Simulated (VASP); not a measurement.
All values below come from PBE GGA, VASP's PBE PAW potentials (set 64) (plane waves; VASP 6.6.1).

The input files of a VASP run:

### INCAR
```
! general
SYSTEM   =  PtS2
PREC     =  Accurate
ENCUT    =  400
LREAL    =  .False.   ! projection in real space or not
LASPH    =  .True.

! electronic loop
EDIFF    =  1E-6   ! SCF stop (eV)
NELM     =  100
ALGO     =  Normal
LMAXMIX  =  6

! smearing
ISMEAR   =  0   ! Gaussian
SIGMA    =  0.05   ! width (eV)

! functional
GGA      =  PE   ! PBE

! ions
ISIF     =  2   ! forces and stress, cell fixed

! output
LWAVE    =  .False.
LCHARG   =  .False.
```

POSCAR:
```
PtS2
3.540
  0.5000000000  -0.8660254237   0.0000000000
  0.5000000000   0.8660254237   0.0000000000
  0.0000000000   0.0000000000   1.4237288136
Pt S
1 2
Cartesian
  0.0000000000   0.0000000000   0.0000000000
  0.5000000000   0.2886757186   0.3274576271
  0.5000000000  -0.2886757186   1.0962711864
```

**KPOINTS**
```
kpoints
0
Gamma
  7 7 4
0 0 0
```

POTCAR, in this order: Pt S (PBE.64 set). Program: vasp_std.

Output of the run:

**OUTCAR**
```
 ion  position               nearest neighbor table
   1  0.000  0.000  0.000-   2 2.35   3 2.35   3 2.35   2 2.35   3 2.35   2 2.35
   2  0.333  0.667  0.230-   1 2.35   1 2.35   1 2.35
   3  0.667  0.333  0.770-   1 2.35   1 2.35   1 2.35
  LATTYP: Found a hexagonal cell.
 ALAT       =     3.5400000611
 C/A-ratio  =     1.4237287890
 Subroutine PRICEL returns:
 Original cell was already a primitive cell.
 Subroutine GETGRP returns: Found 12 space group operations
The static configuration has the point symmetry D_3d.
The dynamic configuration has the point symmetry D_3d.
 Subroutine INISYM returns: Found 12 space group operations
 Subroutine IBZKPT returns following result:
 Found     28 irreducible k-points:

 Following reciprocal coordinates:
            Coordinates               Weight
  0.000000  0.000000  0.000000      1.000000
  0.142857  0.000000  0.000000      6.000000
  0.285714  0.000000  0.000000      6.000000
  0.428571 -0.000000  0.000000      6.000000
  0.142857  0.142857  0.000000      6.000000
  0.285714  0.142857  0.000000     12.000000
  0.428571  0.142857  0.000000      6.000000
...
```

OSZICAR:
```
       N       E                     dE             d eps       ncg     rms          rms(c)
DAV:   1     0.972857630035E+02    0.97286E+02   -0.90636E+03   888   0.105E+03
DAV:   2    -0.127892955897E+02   -0.11008E+03   -0.10742E+03  1064   0.225E+02
DAV:   3    -0.166423299312E+02   -0.38530E+01   -0.38372E+01  1071   0.469E+01
DAV:   4    -0.166848862038E+02   -0.42556E-01   -0.42547E-01  1106   0.513E+00
DAV:   5    -0.166856802676E+02   -0.79406E-03   -0.79404E-03  1092   0.677E-01    0.203E+01
DAV:   6    -0.155119842613E+02    0.11737E+01   -0.78640E+00   868   0.290E+01    0.129E+01
DAV:   7    -0.153210507119E+02    0.19093E+00   -0.12969E+00   875   0.126E+01    0.627E+00
DAV:   8    -0.153004863608E+02    0.20564E-01   -0.72913E-02  1001   0.210E+00    0.126E+00
DAV:   9    -0.152957943927E+02    0.46920E-02   -0.14434E-02  1050   0.137E+00    0.209E-01
DAV:  10    -0.152960590859E+02   -0.26469E-03   -0.16542E-03  1057   0.307E-01    0.101E-01
DAV:  11    -0.152961050366E+02   -0.45951E-04   -0.62734E-05  1079   0.647E-02    0.379E-02
DAV:  12    -0.152961076082E+02   -0.25716E-05   -0.13712E-05  1036   0.369E-02    0.929E-03
DAV:  13    -0.152961088976E+02   -0.12894E-05   -0.11897E-06   833   0.926E-03    0.365E-03
DAV:  14    -0.152961091602E+02   -0.26257E-06   -0.29249E-07   623   0.436E-03
   1 F= -.15296109E+02 E0= -.15296109E+02  d E =-.155473E-10
```

File OUTCAR:
```
------------------------ aborting loop because EDIFF is reached ----------------------------------------
  FORCE on cell =-STRESS in cart. coord.  units (eV):
  Direction    XX          YY          ZZ          XY          YZ          ZX
  --------------------------------------------------------------------------------------
  Total        3.6275401      3.6275403      3.0998289      0.0000000      0.0000000     -0.0000000
  in kB      106.2564020    106.2564069     90.7989040      0.0000000      0.0000000     -0.0000000
  external PRESSURE =     101.1039043 kB  Pullay stress =       0.0000000 kB
  volume of cell :       54.70
      direct lattice vectors                 reciprocal lattice vectors
     1.770000000 -3.065730000  0.000000000     0.282485876 -0.163093293  0.000000000
     1.770000000  3.065730000  0.000000000     0.282485876  0.163093293  0.000000000
     0.000000000  0.000000000  5.040000000     0.000000000  0.000000000  0.198412698
 POSITION                                       TOTAL-FORCE (eV/Angst)
 -----------------------------------------------------------------------------------
      0.00000      0.00000      0.00000        -0.000000      0.000000      0.000000
      1.77000      1.02191      1.15920         0.000000      0.000000      1.014705
      1.77000     -1.02191      3.88080        -0.000000     -0.000000     -1.014705
 -----------------------------------------------------------------------------------
    total drift:                               -0.000000     -0.000000      0.000000
  FREE ENERGIE OF THE ION-ELECTRON SYSTEM (eV)
  ---------------------------------------------------
  free  energy   TOTEN  =       -15.2961091602 eV

  energy  without entropy=      -15.2961091602  energy(sigma->0) =      -15.29610916
```
(Selected blocks of OUTCAR.)

The compound is PtS2 in the 1T layered structure. The cell was not relaxed at this level.
